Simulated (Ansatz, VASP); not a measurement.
# ZrSe3: VASP beside Ansatz

Wanted: the spread between two codes on one cell, functional and k mesh. The cell comes out of the VASP series on this material, whose earlier steps may have relaxed, scaled or displaced it; both programs get it as it stands.

Method: plane waves, with VASP 6.6.1 beside it; zone-centre phonons at LDA, in Ansatz 0.2.0.

## (1) Starting point

It takes space group P2_1/m (No. 11, monoclinic). Conventional cell: a = 5.292 Å, b = 3.639 Å, c = 9.188 Å, α = 90.00°, β = 95.95°, γ = 90.00°. Zr has 8 Se at 2.69 to 2.82 Å nearest. Nearest to Se lie 4 Zr at 2.74 to 2.82 Å. Nearest to Se lie 1 Se at 2.44 Å and 2 Zr at 2.69 Å. Nearest to Se lie 1 Se at 2.44 Å and 2 Zr at 2.69 Å. Farther neighbours and most contacts between anions are not listed.

As a file:

```xyz
8
Lattice="5.2910 0.0000 0.0724 0.0000 3.6395 0.0000 -1.0771 0.0000 9.1246" Properties=species:S:1:pos:R:3 pbc="T T T"
Zr    0.7632    0.9099    6.0936
Zr    3.4508    2.7296    3.1034
Se    3.4240    0.9099    5.1522
Se    0.7899    2.7296    4.0448
Se    2.2430    0.9099    1.5357
Se    1.9709    2.7296    7.6613
Se    4.6866    0.9099    1.5465
Se   -0.4726    2.7296    7.6505
```

## (2) VASP: zone-centre phonons, LDA

Second derivatives magnify differences that forces hide, and they need a tight electronic threshold.

Lines of VASP's logs that name or quote its potential files are left out, and so is its time.

INCAR

```
SYSTEM = ZrSe3
PREC = Accurate
ENCUT = 400
EDIFF = 1E-08
NELM = 100
ISMEAR = 1
SIGMA = 0.2
LREAL = .FALSE.
ALGO = Normal
GGA = CA
NBANDS = 38
LASPH = .TRUE.
LORBIT = 11
LWAVE = .FALSE.
LCHARG = .FALSE.
KPAR = 4
IBRION = 8
ISIF = 2
```

POSCAR

```
ZrSe3
1.0
    5.2910288191      0.0000000000      0.0723775322
    0.0000000000      3.6394842878      0.0000000000
   -1.0770627976      0.0000000000      9.1246278016
Zr Se
2 6
Direct
    0.2797387606      0.2500000000      0.6656053252
    0.7202612394      0.7500000000      0.3343946748
    0.7608514160      0.2500000000      0.5586157873
    0.2391485840      0.7500000000      0.4413842127
    0.4574537842      0.2500000000      0.1646723995
    0.5425462158      0.7500000000      0.8353276005
    0.9187810535      0.2500000000      0.1621993837
    0.0812189465      0.7500000000      0.8378006163
```

KPOINTS

```
Automatic mesh
0
Gamma
6 8 4
0 0 0
```

PAW data sets: Zr_sv and Se (LDA family, release 64).

Launch:

```bash
$ mpirun -np 4 vasp_std
```

Numbers of over 12 decimals in the logs are rounded to 6 here.

Output:

```text
[banner, memory and clock lines left out]
running    4 mpi-ranks, on    1 nodes
 distrk:  each k-point on    1 cores,    4 groups
 distr:  one band on    1 cores,    1 groups

 POSCAR found type information on POSCAR ZrSe
 POSCAR found :  2 types and       8 ions
 LDA part: xc-table for (Slater(with rela. corr.)+CA(PZ))
 , standard interpolation
 POSCAR, INCAR and KPOINTS ok, starting setup
 FFT: planning ... GRIDC
 FFT: planning ... GRID_SOFT
 FFT: planning ... GRID
 WAVECAR not read
 entering main loop
       N       E                     dE             d eps       ncg     rms          rms(c)
DAV:   1     0.402560518023E+03    0.40256E+03   -0.24927E+04  5352   0.118E+03
DAV:   2    -0.179757146343E+02   -0.42054E+03   -0.41009E+03  6496   0.309E+02
DAV:   3    -0.523842648636E+02   -0.34409E+02   -0.33996E+02  7776   0.763E+01
DAV:   4    -0.546655160735E+02   -0.22813E+01   -0.22772E+01  8192   0.164E+01
DAV:   5    -0.547479104604E+02   -0.82394E-01   -0.82386E-01  7250   0.248E+00    0.220E+01
DAV:   6    -0.524989709401E+02    0.22489E+01   -0.74191E+00  6286   0.114E+01    0.935E+00
DAV:   7    -0.523506073161E+02    0.14836E+00   -0.97140E-01  7590   0.395E+00    0.352E+00
DAV:   8    -0.523388174136E+02    0.11790E-01   -0.13175E-01  6996   0.153E+00    0.847E-01
DAV:   9    -0.523373013073E+02    0.15161E-02   -0.14672E-02  6492   0.578E-01    0.320E-01
DAV:  10    -0.523370271501E+02    0.27416E-03   -0.22628E-03  7610   0.243E-01    0.913E-02
DAV:  11    -0.523370358324E+02   -0.86823E-05   -0.27070E-04  6356   0.796E-02    0.242E-02
DAV:  12    -0.523370325595E+02    0.32729E-05   -0.23700E-05  6804   0.186E-02    0.131E-02
DAV:  13    -0.523370325502E+02    0.92841E-08   -0.53149E-06  6522   0.113E-02    0.315E-03
DAV:  14    -0.523370325975E+02   -0.47302E-07   -0.49942E-07  6898   0.353E-03    0.106E-03
DAV:  15    -0.523370325999E+02   -0.24193E-08   -0.48599E-08  6326   0.979E-04
   1 F= -.52337033E+02 E0= -.52336891E+02  d E =-.424048E-03
 Linear response reoptimize wavefunctions to high precision
DAV:   1    -0.523370326010E+02   -0.10868E-08   -0.98355E-09  4900   0.471E-04
DAV:   2    -0.523370326011E+02   -0.10914E-09   -0.10855E-09  3902   0.140E-04
DAV:   3    -0.523370326011E+02    0.13642E-10   -0.28015E-10  3884   0.674E-05
 Linear response DOF=          12
 Linear response progress:
  Degree of freedom:   1/ 12
       N       E                     dE             d eps       ncg     rms          rms(c)
RMM:   1    -0.748745294851E+00   -0.74875E+00    0.29326E+00  6158   0.104E+01
RMM:   2    -0.696305318370E+00    0.52440E-01   -0.26274E-01  8695   0.205E+00    0.179E-01
RMM:   3    -0.699488137255E+00   -0.31828E-02   -0.55704E-02 10072   0.642E-01    0.656E-02
RMM:   4    -0.702142828096E+00   -0.26547E-02   -0.94145E-03 12592   0.202E-01    0.641E-02
RMM:   5    -0.702251297151E+00   -0.10847E-03   -0.44296E-04 12881   0.613E-02    0.317E-02
RMM:   6    -0.702140063514E+00    0.11123E-03   -0.15256E-04 12886   0.391E-02    0.119E-02
RMM:   7    -0.702103529669E+00    0.36534E-04   -0.58983E-05 13135   0.208E-02    0.318E-03
RMM:   8    -0.702127321588E+00   -0.23792E-04   -0.26287E-05 13955   0.128E-02    0.151E-03
RMM:   9    -0.702148091032E+00   -0.20769E-04   -0.12138E-05 13689   0.770E-03    0.741E-04
RMM:  10    -0.702154297191E+00   -0.62062E-05   -0.74997E-06 14172   0.528E-03    0.287E-04
RMM:  11    -0.702160028797E+00   -0.57316E-05   -0.57883E-06 13738   0.401E-03    0.368E-04
RMM:  12    -0.702161705747E+00   -0.16769E-05   -0.41607E-06 14322   0.310E-03    0.140E-04
RMM:  13    -0.702162262621E+00   -0.55687E-06   -0.33062E-06 14654   0.253E-03    0.758E-05
RMM:  14    -0.702161556886E+00    0.70573E-06   -0.25369E-06 14352   0.210E-03    0.151E-04
RMM:  15    -0.702162126644E+00   -0.56976E-06   -0.19813E-06 14171   0.180E-03    0.155E-04
RMM:  16    -0.702162845686E+00   -0.71904E-06   -0.16300E-06 14083   0.155E-03    0.167E-04
RMM:  17    -0.702163258213E+00   -0.41253E-06   -0.13768E-06 14361   0.135E-03    0.180E-04
 first order change of Fermi-energy  -0.83961E-02
 force on displaced ion       1 direction 1 : -12.383   0.000  -0.026
 Linear response progress:
  Degree of freedom:   2/ 12
       N       E                     dE             d eps       ncg     rms          rms(c)
RMM:   1    -0.704642559467E+00   -0.70464E+00    0.30445E+00  8769   0.106E+01
RMM:   2    -0.647736936155E+00    0.56906E-01   -0.23971E-01 12287   0.208E+00    0.201E-01
RMM:   3    -0.651120006154E+00   -0.33831E-02   -0.53884E-02 14138   0.631E-01    0.717E-02
RMM:   4    -0.653796577626E+00   -0.26766E-02   -0.93844E-03 18102   0.203E-01    0.614E-02
RMM:   5    -0.653972702827E+00   -0.17613E-03   -0.35421E-04 17678   0.644E-02    0.155E-02
RMM:   6    -0.653872722222E+00    0.99981E-04   -0.99266E-05 19192   0.307E-02    0.742E-03
RMM:   7    -0.653847395253E+00    0.25327E-04   -0.33026E-05 19295   0.170E-02    0.137E-03
[...]
RMM:   5    -0.801928460460E-01    0.11865E-04   -0.72170E-05 17994   0.186E-02    0.496E-03
RMM:   6    -0.801997716743E-01   -0.69256E-05   -0.12015E-05 18208   0.833E-03    0.178E-03
RMM:   7    -0.802001575054E-01   -0.38583E-06   -0.23179E-05 19167   0.376E-03    0.860E-04
RMM:   8    -0.802024718305E-01   -0.23143E-05   -0.13967E-05 19443   0.210E-03    0.548E-04
[...]
RMM:  21    -0.989683278003E-01    0.13167E-09    0.22717E-07 12641   0.133E-04    0.422E-07
RMM:  22    -0.989683296986E-01   -0.18983E-08    0.24122E-07 12518   0.132E-04    0.257E-07
RMM:  23    -0.989683301862E-01   -0.48762E-09    0.26585E-07 12170   0.132E-04    0.708E-08
 first order change of Fermi-energy   0.10852E+00
 force on displaced ion       5 direction 3 :  -3.028   0.000  -4.700
 Linear response progress:
  Degree of freedom:  10/ 12
       N       E                     dE             d eps       ncg     rms          rms(c)
RMM:   1    -0.959181476523E-01   -0.95918E-01    0.72447E-04 13671   0.936E-01
RMM:   2    -0.886630138897E-01    0.72551E-02   -0.60506E-03 10384   0.279E-01    0.212E-01
RMM:   3    -0.886049180312E-01    0.58096E-04   -0.28155E-03 10410   0.144E-01    0.108E-01
RMM:   4    -0.885546736624E-01    0.50244E-04   -0.36447E-04 11062   0.606E-02    0.593E-02
RMM:   5    -0.887048241857E-01   -0.15015E-03   -0.11929E-04 12106   0.331E-02    0.141E-02
RMM:   6    -0.887243357366E-01   -0.19512E-04   -0.33827E-05 13231   0.151E-02    0.535E-03
RMM:   7    -0.887175043541E-01    0.68314E-05   -0.32332E-06 13262   0.724E-03    0.246E-03
RMM:   8    -0.887143450650E-01    0.31593E-05    0.52584E-06 13854   0.367E-03    0.898E-04
RMM:   9    -0.887148414676E-01   -0.49640E-06    0.41060E-06 14027   0.203E-03    0.321E-04
RMM:  10    -0.887156816178E-01   -0.84015E-06    0.71324E-06 14287   0.111E-03    0.149E-04
RMM:  11    -0.887158743497E-01   -0.19273E-06    0.30294E-06 14448   0.639E-04    0.757E-05
RMM:  12    -0.887160504014E-01   -0.17605E-06    0.18746E-06 14440   0.404E-04    0.298E-05
RMM:  13    -0.887160530667E-01   -0.26653E-08    0.12055E-06 14523   0.272E-04    0.180E-05
RMM:  14    -0.887160808785E-01   -0.27812E-07    0.54571E-07 14313   0.207E-04    0.988E-06
RMM:  15    -0.887161165693E-01   -0.35691E-07    0.64442E-07 14193   0.173E-04    0.773E-06
RMM:  16    -0.887160950264E-01    0.21543E-07    0.30145E-07 14075   0.156E-04    0.668E-06
RMM:  17    -0.887161055346E-01   -0.10508E-07    0.22401E-07 14115   0.147E-04    0.284E-06
RMM:  18    -0.887161121207E-01   -0.65862E-08    0.20835E-07 14276   0.142E-04    0.799E-07
RMM:  19    -0.887161104244E-01    0.16963E-08    0.10081E-07 13561   0.139E-04    0.104E-06
RMM:  20    -0.887161130530E-01   -0.26286E-08    0.11536E-07 13452   0.138E-04    0.298E-07
RMM:  21    -0.887161137136E-01   -0.66054E-09    0.12158E-07 12870   0.138E-04    0.296E-07
RMM:  22    -0.887161134292E-01    0.28433E-09   -0.29552E-08 12385   0.137E-04    0.204E-07
 first order change of Fermi-energy  -0.11322E+01
 force on displaced ion       7 direction 1 :  -5.013   0.000   3.200
 Linear response progress:
  Degree of freedom:  11/ 12
       N       E                     dE             d eps       ncg     rms          rms(c)
RMM:   1    -0.857189182616E-01   -0.85719E-01   -0.82686E-03 18721   0.961E-01
RMM:   2    -0.796864081753E-01    0.60325E-02   -0.93614E-03 14390   0.282E-01    0.878E-02
RMM:   3    -0.799133878446E-01   -0.22698E-03   -0.15689E-03 17052   0.893E-02    0.537E-02
RMM:   4    -0.801400104833E-01   -0.22662E-03   -0.23486E-04 15882   0.498E-02    0.712E-03
RMM:   5    -0.801250537750E-01    0.14957E-04   -0.65139E-05 18025   0.184E-02    0.493E-03
RMM:   6    -0.801326967105E-01   -0.76429E-05   -0.10667E-05 18209   0.823E-03    0.173E-03
RMM:   7    -0.801328163181E-01   -0.11961E-06   -0.22282E-05 19122   0.370E-03    0.812E-04
RMM:   8    -0.801356369815E-01   -0.28207E-05   -0.15140E-05 19324   0.209E-03    0.478E-04
RMM:   9    -0.801370383911E-01   -0.14014E-05   -0.63248E-06 19737   0.110E-03    0.166E-04
RMM:  10    -0.801374654142E-01   -0.42702E-06   -0.46183E-06 20046   0.641E-04    0.387E-05
RMM:  11    -0.801373371060E-01    0.12831E-06   -0.33157E-06 20253   0.389E-04    0.527E-05
RMM:  12    -0.801374140276E-01   -0.76922E-07   -0.20911E-06 20166   0.273E-04    0.488E-05
RMM:  13    -0.801373701458E-01    0.43882E-07   -0.11785E-06 20142   0.207E-04    0.737E-05
RMM:  14    -0.801374411538E-01   -0.71008E-07   -0.77457E-07 19033   0.182E-04    0.419E-05
RMM:  15    -0.801374969737E-01   -0.55820E-07   -0.41963E-07 19479   0.163E-04    0.256E-05
RMM:  16    -0.801375627889E-01   -0.65815E-07   -0.18906E-07 19037   0.154E-04    0.151E-05
RMM:  17    -0.801376227147E-01   -0.59926E-07   -0.59321E-08 18829   0.148E-04    0.115E-05
RMM:  18    -0.801376460988E-01   -0.23384E-07    0.15832E-08 19485   0.144E-04    0.877E-06
RMM:  19    -0.801376515334E-01   -0.54346E-08    0.68393E-08 19379   0.142E-04    0.329E-06
 first order change of Fermi-energy   0.14344E-03
 force on displaced ion       7 direction 2 :  -0.012  -3.608   0.006
 Linear response progress:
  Degree of freedom:  12/ 12
       N       E                     dE             d eps       ncg     rms          rms(c)
RMM:   1    -0.105616450996E+00   -0.10562E+00   -0.93621E-03 13344   0.963E-01
RMM:   2    -0.987200910503E-01    0.68964E-02   -0.78530E-03 10410   0.289E-01    0.129E-01
RMM:   3    -0.988215137931E-01   -0.10142E-03   -0.13464E-03 11388   0.941E-02    0.868E-02
RMM:   4    -0.989162207493E-01   -0.94707E-04   -0.22423E-04 12202   0.408E-02    0.237E-02
RMM:   5    -0.989547960006E-01   -0.38575E-04   -0.43778E-05 13119   0.187E-02    0.514E-03
RMM:   6    -0.989559349487E-01   -0.11389E-05   -0.46370E-07 13565   0.843E-03    0.337E-03
RMM:   7    -0.989573795676E-01   -0.14446E-05   -0.24415E-07 13515   0.471E-03    0.117E-03
RMM:   8    -0.989582115475E-01   -0.83198E-06   -0.51841E-06 14015   0.256E-03    0.362E-04
RMM:   9    -0.989587536307E-01   -0.54208E-06    0.20851E-06 14386   0.139E-03    0.226E-04
RMM:  10    -0.989593128754E-01   -0.55924E-06    0.98657E-07 14401   0.806E-04    0.937E-05
RMM:  11    -0.989594056404E-01   -0.92765E-07    0.11800E-06 14582   0.506E-04    0.499E-05
RMM:  12    -0.989594814092E-01   -0.75769E-07    0.47417E-08 14618   0.331E-04    0.223E-05
RMM:  13    -0.989595426313E-01   -0.61222E-07    0.66000E-08 14464   0.239E-04    0.124E-05
RMM:  14    -0.989595924487E-01   -0.49817E-07   -0.13095E-07 14653   0.189E-04    0.690E-06
RMM:  15    -0.989596257292E-01   -0.33280E-07    0.14132E-08 14340   0.163E-04    0.314E-06
RMM:  16    -0.989596477908E-01   -0.22062E-07   -0.74870E-08 14377   0.149E-04    0.235E-06
RMM:  17    -0.989596485020E-01   -0.71121E-09   -0.91905E-08 14272   0.141E-04    0.260E-06
 first order change of Fermi-energy  -0.10934E-01
 force on displaced ion       7 direction 3 :   3.219   0.000  -4.229
 Linear response finished
```

(Continued in part 2 of 2.)

[Lines on the potential files, build, host, timing and source positions are cut from VASP's logs without a mark.]

[Logs are printed without paths, hosts, clocks, repeated set-up lines and the standing remarks that a program may print on its own settings, such as how far it seeks lower states.]

[Hosts, paths, dates, database ids (printed as entryN), source tags and the programs' standing remarks are cut or masked in the printed files.]
